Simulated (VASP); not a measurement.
# NbB2 under strain, part 4 of 4

Aim: follow the pressure of NbB2 through compression, expansion and shear. All runs use PBEsol. Left out of this account: 1 further run (fields: a reference on another mesh). The start is a cell from a database of measured crystal structures.

VASP 6.6.1; PBEsol; plane waves and PAW (Nb_sv, B).

Still holding for the runs below: This run has no spin polarisation. Its electron count is odd, so without a moment it is a metal by construction. Spin-orbit coupling is off here; it would split degenerate levels.

So far, pressure (GPa): step 2 (bands, cell as listed) -1.66; step 3 (cell volume +4.0 %) -12.5; step 4 (cell volume +8.0 %) -21.3; step 5 (bands, sheared, principal strains -1.6, +0.4, +1.2 %) -1.29; step 6 (cell volume -4.0 %) 11.5.

### Step 7. Bands, volume times 0.92

The cell is scaled evenly once more. A prediction first. A parabola through the 4 pressures of evenly scaled cells so far, P = -1.63 -299.4 t +569 t² GPa with t = ln(V/V₁) and V₁ the volume at scale 1, gives 27.29 GPa at t = -0.0834.

The input, INCAR:

```
SYSTEM = NbB2
PREC = Accurate
ENCUT = 420
EDIFF = 1E-06
NELM = 100
ISMEAR = -1
SIGMA = 0.05
LREAL = .FALSE.
ALGO = Normal
GGA = PS
NBANDS = 22
LASPH = .TRUE.
LORBIT = 11
LWAVE = .FALSE.
LCHARG = .FALSE.
KPAR = 4
```

The input, POSCAR:

```
NbB2
1.0
    3.0247512495      0.0000000000      0.0000000000
   -1.5123756248      2.6195114223      0.0000000000
    0.0000000000      0.0000000000      3.1803654617
Nb B
1 2
Direct
    0.0000000000      0.0000000000      0.0000000000
    0.3333333333      0.6666666667      0.5000000000
    0.6666666667      0.3333333333      0.5000000000
```

The input, KPOINTS:

```
Automatic mesh
0
Gamma
11 11 9
0 0 0
```

The input, KPOINTS_OPT:

```
Line mode
16
Line-mode
Reciprocal
  0.00000000   0.00000000   0.00000000 GAMMA
  0.50000000   0.00000000   0.00000000 M

  0.50000000   0.00000000   0.00000000 M
  0.33333333   0.33333333   0.00000000 K

  0.33333333   0.33333333   0.00000000 K
  0.00000000   0.00000000   0.00000000 GAMMA

  0.00000000   0.00000000   0.00000000 GAMMA
  0.00000000   0.00000000   0.50000000 A

  0.00000000   0.00000000   0.50000000 A
  0.50000000   0.00000000   0.50000000 L

  0.50000000   0.00000000   0.50000000 L
  0.33333333   0.33333333   0.50000000 H

  0.33333333   0.33333333   0.50000000 H
  0.00000000   0.00000000   0.50000000 A

  0.50000000   0.00000000   0.50000000 L
  0.50000000   0.00000000   0.00000000 M

  0.33333333   0.33333333   0.00000000 K
  0.33333333   0.33333333   0.50000000 H
```

Potentials, in the order of the species: Nb_sv and B (PBE family, release 64).

Run with:

```sh
$ mpirun -np 4 vasp_std
```

The program printed:

```text
[... set-up lines as in an earlier step ...]
 entering main loop
       N       E                     dE             d eps       ncg     rms          rms(c)
DAV:   1     0.121447094990E+03    0.12145E+03   -0.82359E+03  3528   0.731E+02
DAV:   2    -0.261292879927E+02   -0.14758E+03   -0.14081E+03  4084   0.274E+02
DAV:   3    -0.304039569345E+02   -0.42747E+01   -0.42101E+01  4844   0.448E+01
DAV:   4    -0.305461782045E+02   -0.14222E+00   -0.14186E+00  4672   0.695E+00
DAV:   5    -0.305493897225E+02   -0.32115E-02   -0.32114E-02  4960   0.955E-01    0.139E+01
DAV:   6    -0.272359899813E+02    0.33134E+01   -0.71481E+00  5180   0.188E+01    0.382E+00
DAV:   7    -0.272429822011E+02   -0.69922E-02   -0.27894E-01  4294   0.343E+00    0.241E+00
DAV:   8    -0.272418930868E+02    0.10891E-02   -0.40608E-02  5946   0.137E+00    0.265E-01
DAV:   9    -0.272413054437E+02    0.58764E-03   -0.22172E-03  4512   0.376E-01    0.111E-01
DAV:  10    -0.272411866259E+02    0.11882E-03   -0.28794E-04  4534   0.126E-01    0.198E-02
DAV:  11    -0.272411829817E+02    0.36442E-05   -0.19838E-05  4548   0.392E-02    0.161E-02
DAV:  12    -0.272411814508E+02    0.15309E-05   -0.95049E-07  3502   0.825E-03    0.386E-03
DAV:  13    -0.272411815589E+02   -0.10811E-06   -0.36972E-07  2488   0.518E-03
   1 F= -.27241182E+02 E0= -.27237811E+02  d E =-.674172E-02
 Start KPOINTS_OPT (optional k-point list driver)
k-point batch [1-80\144]
       N       E                     dE             ncg
DAV:   1     0.327104502351E+04   -0.32481E+05     3528
DAV:   2    -0.867564215178E+04   -0.11947E+05     3974
DAV:   3    -0.904235597872E+04   -0.36671E+03     4956
DAV:   4    -0.905251555717E+04   -0.10160E+02     4484
DAV:   5    -0.905277823907E+04   -0.26268E+00     4826
DAV:   6    -0.905278072487E+04   -0.24858E-02     4546
DAV:   7    -0.905278077241E+04   -0.47546E-04     4154
DAV:   8    -0.905278077442E+04   -0.20081E-05     2908
DAV:   9    -0.905278077465E+04   -0.23448E-06     2680
k-point batch [81-144\144]
       N       E                     dE             ncg
DAV:   1     0.120820106757E+05   -0.46004E+05     2840
DAV:   2     0.276533121302E+04   -0.93167E+04     3252
DAV:   3     0.249309514212E+04   -0.27224E+03     4018
DAV:   4     0.248595578680E+04   -0.71394E+01     3654
DAV:   5     0.248577147779E+04   -0.18431E+00     4030
DAV:   6     0.248576876365E+04   -0.27141E-02     3706
DAV:   7     0.248576867023E+04   -0.93422E-04     3614
DAV:   8     0.248576866959E+04   -0.64726E-06     2734
```

It took 16 s on 4 MPI ranks of Intel Xeon Platinum 8488C (Sapphire Rapids), shared host; peak memory 0.66 GiB.

From OUTCAR (step 7):

```text
   ENCUT  =  420.0 eV  30.87 Ry    5.56 a.u.   5.05  5.05  5.31*2*pi/ulx,y,z

   NELECT =      19.0000    total number of electrons

 E-fermi :  13.7906

 k-point     1 :       0.0000    0.0000    0.0000
  band No.  band energies     occupation
    ...
      5      -1.0603      2.00000
      6       8.9378      2.00000
      7       8.9378      2.00000
      8       9.0306      2.00000
      9      10.7033      2.00000
     10      15.2494      0.00000
     11      15.2494      0.00000
     12      17.4413      0.00000
     13      17.4413      0.00000
     14      18.1900      0.00000
    ...

  Total        4.2298439      4.2298439      4.6016614     -0.0000000     -0.0000000      0.0000000
  in kB      268.9353741    268.9353742    292.5757003     -0.0000000     -0.0000000      0.0000000
  external PRESSURE =     276.8154828 kB  Pullay stress =       0.0000000 kB

 POSITION                                       TOTAL-FORCE (eV/Angst)
 -----------------------------------------------------------------------------------
      0.00000      0.00000      0.00000        -0.000000     -0.000000      0.000000
     -0.00000      1.74634      1.59018        -0.000000      0.000000      0.000000
      1.51238      0.87317      1.59018         0.000000     -0.000000      0.000000
 -----------------------------------------------------------------------------------
    total drift:                               -0.000000      0.000000      0.000000

  FREE ENERGIE OF THE ION-ELECTRON SYSTEM (eV)
  ---------------------------------------------------
  free  energy   TOTEN  =       -27.2411815589 eV

  energy  without entropy=      -27.2344398375  energy(sigma->0) =      -27.23781070

[... 3 parts as in an earlier step ...]

[... 13 further parts left out ...]
```

Numbers from this step:

```
free energy (TOTEN)     : -27.24 eV
energy at zero smearing : -27.24 eV
Fermi energy            : 13.79 eV
pressure                : 27.68 GPa
```

The electronic bands at the labelled points (eV, zero at the Fermi level; # counts the bands kept, so #1 is VASP's band 6):

| point | #1 | #2 | #3 | #4 | #5 | #6 | #7 | #8 |
| --- | --- | --- | --- | --- | --- | --- | --- | --- |
| Γ | -4.85 | -4.85 | -4.76 | -3.09 | 1.46 | 1.46 | 3.65 | 3.65 |
| 0.47 of the way | -6.91 | -4.55 | -4.53 | -4.27 | 0.95 | 1.03 | 1.93 | 2.97 |
| M | -9.96 | -5.58 | -4.99 | -4.52 | 0.42 | 1.86 | 2.80 | 3.54 |
| 0.53 of the way | -9.81 | -7.12 | -5.14 | -2.34 | -2.19 | 1.32 | 2.56 | 5.24 |
| K | -9.40 | -9.08 | -4.06 | -4.06 | 0.00 | 0.00 | 1.01 | 8.06 |
| 0.47 of the way | -7.55 | -5.80 | -4.87 | -3.10 | -0.49 | 0.08 | 2.81 | 5.09 |
| Γ | -4.85 | -4.85 | -4.76 | -3.09 | 1.46 | 1.46 | 3.65 | 3.65 |
| 0.53 of the way | -7.10 | -3.98 | -3.98 | -1.08 | -1.08 | -0.94 | 1.30 | 1.30 |
| A | -9.09 | -2.22 | -2.22 | -2.14 | -2.14 | -1.35 | -1.35 | 1.08 |
| 0.47 of the way | -7.54 | -6.20 | -5.50 | -3.52 | 0.20 | 1.40 | 1.71 | 2.48 |
| L | -8.33 | -6.87 | -6.38 | -3.43 | 2.68 | 3.28 | 3.87 | 5.78 |
| 0.47 of the way | -9.27 | -6.50 | -5.79 | -3.83 | 2.68 | 3.95 | 4.40 | 6.02 |
| H | -10.77 | -6.33 | -4.62 | -4.62 | 2.66 | 5.43 | 5.43 | 5.74 |
| 0.53 of the way | -7.05 | -6.96 | -5.65 | -3.94 | 0.71 | 1.94 | 2.01 | 3.12 |
| A | -9.09 | -2.22 | -2.22 | -2.14 | -2.14 | -1.35 | -1.35 | 1.08 |
| jump to L | -8.33 | -6.87 | -6.38 | -3.43 | 2.68 | 3.28 | 3.87 | 5.78 |
| 0.53 of the way | -10.18 | -5.83 | -5.00 | -4.43 | 0.59 | 2.68 | 3.00 | 4.86 |
| M | -9.96 | -5.58 | -4.99 | -4.52 | 0.42 | 1.86 | 2.80 | 3.54 |
| jump to K | -9.40 | -9.08 | -4.06 | -4.06 | 0.00 | 0.00 | 1.01 | 8.06 |
| 0.53 of the way | -10.20 | -7.68 | -4.51 | -4.51 | 1.78 | 2.72 | 2.72 | 6.78 |
| H | -10.77 | -6.33 | -4.62 | -4.62 | 2.66 | 5.43 | 5.43 | 5.74 |

Of the projections kept (Nb, B), the largest for each band there; the rest of the weight can lie on other orbitals:

```
point      #1       #2       #3       #4       #5       #6       #7       #8
    Γ  B 0.55   B 0.55  Nb 0.99   B 0.86  Nb 1.00  Nb 1.00  Nb 0.58  Nb 0.58
    M  B 0.87  Nb 0.59  Nb 0.88   B 0.94  Nb 1.00   B 0.94  Nb 0.96  Nb 0.84
    K  B 0.82   B 0.68  Nb 0.63  Nb 0.63  Nb 0.77  Nb 0.77  Nb 0.82  Nb 0.55
    Γ  B 0.55   B 0.55  Nb 0.99   B 0.86  Nb 1.00  Nb 1.00  Nb 0.58  Nb 0.58
    A  B 0.52   B 1.00   B 1.00  Nb 0.80  Nb 0.80  Nb 1.00  Nb 1.00  Nb 0.88
    L  B 0.89   B 0.65  Nb 0.72   B 0.70  Nb 0.97  Nb 1.00   B 0.86  Nb 0.70
```

 The pressure is 27.68 GPa. The parabola predicted 27.29 GPa, -0.40 GPa off.

### Step 8. Bands, atoms displaced by up to 0.16 Å

The atoms are moved off their sites at random, as a crude picture of disorder.

INCAR is that of step 7.

The input, POSCAR:

```
NbB2
1.0
    3.1100000000      0.0000000000      0.0000000000
   -1.5550000000      2.6933390058      0.0000000000
    0.0000000000      0.0000000000      3.2700000000
Nb B
1 2
Direct
   -0.0062500000     -0.0133850000     -0.0166150000
    0.3213710000      0.6369040000      0.4592220000
    0.6459600000      0.3020610000      0.4910850000
```

KPOINTS is that of step 7.

KPOINTS_OPT is that of step 7.

Run with:

```sh
$ mpirun -np 4 vasp_std
```

The program printed:

```text
[... set-up lines as in an earlier step ...]
 entering main loop
       N       E                     dE             d eps       ncg     rms          rms(c)
DAV:   1     0.117376856423E+03    0.11738E+03   -0.81144E+03 24044   0.723E+02
DAV:   2    -0.258743839544E+02   -0.14325E+03   -0.13703E+03 28018   0.272E+02
DAV:   3    -0.303943058665E+02   -0.45199E+01   -0.44454E+01 34098   0.440E+01
DAV:   4    -0.305137582337E+02   -0.11945E+00   -0.11917E+00 31598   0.619E+00
DAV:   5    -0.305166231075E+02   -0.28649E-02   -0.28646E-02 33958   0.886E-01    0.123E+01
DAV:   6    -0.273514922913E+02    0.31651E+01   -0.76343E+00 35658   0.183E+01    0.308E+00
DAV:   7    -0.273592513034E+02   -0.77590E-02   -0.28386E-01 29216   0.368E+00    0.210E+00
DAV:   8    -0.273551396389E+02    0.41117E-02   -0.30944E-02 40654   0.117E+00    0.187E-01
DAV:   9    -0.273547320291E+02    0.40761E-03   -0.18279E-03 29738   0.300E-01    0.941E-02
DAV:  10    -0.273547089552E+02    0.23074E-04   -0.24972E-04 30548   0.118E-01    0.215E-02
DAV:  11    -0.273547037244E+02    0.52308E-05   -0.14876E-05 33188   0.372E-02    0.139E-02
DAV:  12    -0.273547029547E+02    0.76964E-06   -0.69729E-07 21312   0.600E-03
   1 F= -.27354703E+02 E0= -.27350649E+02  d E =-.810866E-02
 Start KPOINTS_OPT (optional k-point list driver)
k-point batch [1-144\144]
       N       E                     dE             ncg
DAV:   1     0.117817932306E+05   -0.78549E+05     6352
DAV:   2    -0.886710523371E+04   -0.20649E+05     7230
DAV:   3    -0.954152014846E+04   -0.67441E+03     9318
DAV:   4    -0.955629963317E+04   -0.14779E+02     8030
DAV:   5    -0.955663607597E+04   -0.33644E+00     8940
DAV:   6    -0.955664031413E+04   -0.42382E-02     8188
DAV:   7    -0.955664036645E+04   -0.52315E-04     7702
DAV:   8    -0.955664036809E+04   -0.16440E-05     5568
DAV:   9    -0.955664036842E+04   -0.33059E-06     5018
```

Run time: 42 s. Hardware: 4 MPI ranks; peak memory 1.7 GiB.

From OUTCAR (step 8):

```text
   NELECT =      19.0000    total number of electrons

 E-fermi :  12.5994

 k-point     1 :       0.0000    0.0000    0.0000
  band No.  band energies     occupation
    ...
      5      -1.7096      2.00000
      6       8.0329      2.00000
      7       8.1971      2.00000
      8       8.2305      2.00000
      9       9.6424      2.00000
     10      13.8228      0.00000
     11      13.8652      0.00000
     12      15.7308      0.00000
     13      15.9188      0.00000
     14      16.6054      0.00000
    ...

  Total       -0.4033974     -0.3800455      0.3041468      0.0351217      0.0530697     -0.0315467
  in kB      -23.5963350    -22.2303878     17.7907645      2.0544075      3.1042572     -1.8452906
  external PRESSURE =      -9.3453194 kB  Pullay stress =       0.0000000 kB

 POSITION                                       TOTAL-FORCE (eV/Angst)
 -----------------------------------------------------------------------------------
      1.55638      2.65729      3.21567        -0.064757     -0.561660     -0.419120
      0.00908      1.71540      1.50166        -0.283098      0.252586      0.869383
      1.53923      0.81355      1.60585         0.347855      0.309074     -0.450263
 -----------------------------------------------------------------------------------
    total drift:                                0.000007      0.000036      0.000227

  FREE ENERGIE OF THE ION-ELECTRON SYSTEM (eV)
  ---------------------------------------------------
  free  energy   TOTEN  =       -27.3547029547 eV

  energy  without entropy=      -27.3465942912  energy(sigma->0) =      -27.35064862

[... 5 parts as in an earlier step ...]

[... 12 further parts left out ...]
```

Numbers from this step:

* SCF cycles: 12
* irreducible k-points: 545
* symmetry operations: 1
* free energy (TOTEN): -27.35 eV
* energy at zero smearing: -27.35 eV
* Fermi energy: 12.60 eV
* pressure: -0.9345 GPa

The electronic bands at the labelled points (eV, zero at the Fermi level; # counts the bands kept, so #1 is VASP's band 6):

```
          point      #1     #2     #3     #4     #5     #6     #7    #8
              Γ   -4.57  -4.40  -4.37  -2.96   1.22   1.27   3.13  3.32
0.53 of the way   -6.95  -4.52  -4.34  -3.86   0.70   0.92   1.81  2.84
              M   -9.84  -5.25  -4.66  -4.17   0.30   1.93   2.48  3.15
0.47 of the way   -9.71  -6.50  -4.89  -2.41  -1.66   1.41   2.49  4.44
              K   -9.13  -8.53  -3.80  -3.67   0.02   0.07   0.92  7.35
0.53 of the way   -6.74  -5.18  -4.39  -3.21   0.03   0.46   2.10  4.02
              Γ   -4.57  -4.40  -4.37  -2.96   1.22   1.27   3.13  3.32
0.47 of the way   -6.40  -3.95  -3.76  -1.21  -0.80  -0.65   1.53  1.70
              A   -8.67  -2.37  -2.12  -1.90  -1.66  -1.20  -1.14  0.94
0.47 of the way   -7.23  -5.83  -5.09  -3.24   0.14   1.14   1.51  2.33
              L   -8.03  -6.38  -5.85  -3.52   2.34   2.88   3.41  5.20
0.47 of the way   -8.77  -6.19  -5.34  -3.84   2.35   3.45   3.83  5.19
              H  -10.16  -6.10  -4.44  -4.38   2.33   4.59   4.70  5.05
0.53 of the way   -6.79  -6.46  -5.36  -3.60   0.58   1.67   1.85  2.81
              A   -8.67  -2.37  -2.12  -1.90  -1.66  -1.20  -1.14  0.94
      jump to L   -8.03  -6.38  -5.85  -3.52   2.34   2.88   3.41  5.20
0.47 of the way   -9.43  -5.67  -4.71  -4.11   0.53   2.67   2.85  4.43
              M   -9.84  -5.25  -4.66  -4.17   0.30   1.93   2.48  3.15
      jump to K   -9.13  -8.53  -3.80  -3.67   0.02   0.07   0.92  7.35
0.47 of the way   -9.61  -7.55  -4.24  -4.16   1.45   1.96   2.04  6.27
              H  -10.16  -6.10  -4.44  -4.38   2.33   4.59   4.70  5.05
```

Of the projections kept (Nb, B), the largest for each band there; the rest of the weight can lie on other orbitals:

```csv
point,#1,#2,#3,#4,#5,#6,#7,#8
Γ,B 0.55,Nb 0.65,Nb 0.75,B 0.85,Nb 1.00,Nb 1.00,Nb 0.56,Nb 0.55
M,B 0.88,Nb 0.60,Nb 0.59,B 0.70,Nb 0.98,B 0.91,Nb 0.96,Nb 0.86
K,B 0.83,B 0.68,Nb 0.64,Nb 0.65,Nb 0.79,Nb 0.79,Nb 0.84,Nb 0.55
Γ,B 0.55,Nb 0.65,Nb 0.75,B 0.85,Nb 1.00,Nb 1.00,Nb 0.56,Nb 0.55
A,B 0.53,B 0.69,B 0.54,Nb 0.52,B 0.51,Nb 0.98,Nb 0.92,Nb 0.89
L,B 0.89,B 0.65,Nb 0.72,B 0.72,Nb 0.97,Nb 1.00,B 0.81,Nb 0.71
```

Force by atom:

```
atom  x (eV/Å)  y (eV/Å)  z (eV/Å)   size
 Nb1    -0.065    -0.562    -0.419  0.704
  B2    -0.283     0.253     0.869  0.949
  B3     0.348     0.309    -0.450  0.648
```

 The pressure is -0.93 GPa, and the symmetry operations fall from 24 to 1.

### Step 9. Side by side

| cell | mesh | pressure (GPa) | gap (eV) |
| --- | --- | --- | --- |
| cell as listed | 11×11×9 | -1.66 | none |
| volume times 1.04 | 11×11×9 | -12.47 | none |
| volume times 1.08 | 11×11×9 | -21.31 | none |
| sheared, principal strains -1.6, +0.4, +1.2 % | 11×11×9 | -1.29 | none |
| volume times 0.96 | 11×11×9 | 11.54 | none |
| volume times 0.92 | 11×11×9 | 27.68 | none |
| atoms displaced by up to 0.16 Å | 11×11×9 | -0.93 | none |

### Step 10. Results

* pressure, cell as listed: -1.66 GPa
* pressure, volume times 1.04: -12.5 GPa
* pressure, volume times 1.08: -21.3 GPa
* pressure, sheared, principal strains -1.6, +0.4, +1.2 %: -1.29 GPa
* pressure, volume times 0.96: 11.5 GPa
* pressure, volume times 0.92: 27.7 GPa
* pressure, atoms displaced by up to 0.16 Å: -0.935 GPa
* bulk modulus at the listed volume, shape and positions held: 301 GPa

In words: The slope of pressure against ln V at the listed volume gives a bulk modulus of 301 GPa at fixed shape and positions. Spin-orbit coupling is left out; it would split some degenerate bands. With an odd electron count and no spin the cell is a metal by construction.

[Lines on the potential files, build, host, timing and source positions are cut from VASP's logs without a mark.]

[Logs are printed without paths, hosts, clocks, repeated set-up lines and the standing remarks that a program may print on its own settings, such as how far it seeks lower states.]

[Hosts, paths, dates, database ids (printed as entryN), source tags and the programs' standing remarks are cut or masked in the printed files.]

[A measured line is paired with the nearest computed mode of its activity, which favours agreement.]
